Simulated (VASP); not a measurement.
An input for Quantum ESPRESSO's pw.x (written as the equivalent of a VASP run, and not itself run):

```
&CONTROL
  calculation = 'vc-relax'
  pseudo_dir = './pseudo'
  outdir = './out'
  tprnfor = .true.
  tstress = .true.
  nstep = 50
  forc_conv_thr = 0.00039
/
&SYSTEM
  ibrav = 0
  nat = 2
  ntyp = 2
  ecutwfc = 82.3
  occupations = 'smearing'
  smearing = 'fermi-dirac'
  degauss = 0.000735
  input_dft = 'pbe'
/
&ELECTRONS
  conv_thr = 7.3e-08
  electron_maxstep = 100
/
&IONS
/
&CELL
/
ATOMIC_SPECIES
  Te 127.600 Te.upf
  Pb 207.200 Pb.upf
CELL_PARAMETERS angstrom
     0.0000000    3.2710210    3.2710210
     3.2710210    0.0000000    3.2710210
     3.2710210    3.2710210    0.0000000
ATOMIC_POSITIONS crystal
  Te   0.5000000  0.5000000  0.5000000
  Pb   0.0000000  0.0000000  0.0000000
K_POINTS automatic
  6 6 6 0 0 0
```

Problem. Translate this input to VASP (INCAR, KPOINTS, POSCAR, choice of POTCAR).

Solution. One answer among several that fit: 
File POSCAR:
```
PbTe
1
    0.0000000000     3.2710210000     3.2710210000
    3.2710210000     0.0000000000     3.2710210000
    3.2710210000     3.2710210000     0.0000000000
Te Pb
1 1
Direct
  0.5000000000   0.5000000000   0.5000000000
  0.0000000000   0.0000000000   0.0000000000
```

**KPOINTS**
```
Automatic mesh
0
Gamma
6 6 6
0 0 0
```

INCAR:
```
SYSTEM = PbTe
PREC = Accurate
ENCUT = 300
EDIFF = 1E-6
NELM = 100
ALGO = Normal
LREAL = .FALSE.
LASPH = .TRUE.
ISMEAR = -1
SIGMA = 0.01
GGA = PE
LMAXMIX = 4
LWAVE = .FALSE.
LCHARG = .FALSE.
ISIF = 3
IBRION = 2
NSW = 50
EDIFFG = -0.01
```

POTCAR, in this order: Te Pb_d (PBE.64 set). Program: vasp_std.

The two are equivalent in intent, not identical: the potentials are each code's own (VASP's PAW set, PseudoDojo norm-conserving files in pw.x), so ENCUT and ecutwfc are chosen apart and not converted; conv_thr bounds pw.x's estimated SCF error, while EDIFF bounds the energy change between steps; forc_conv_thr acts on force components and is met together with etot_conv_thr.

The structure is a typed PbTe crystal. This run relaxes it. Symmetry was kept, so distortions that lower it aren't found. The run is one of a series of settings (EDIFFG = -0.01, IBRION = 2, ISIF = 3, NSW = 50 against the base run), some of them coarse on purpose.
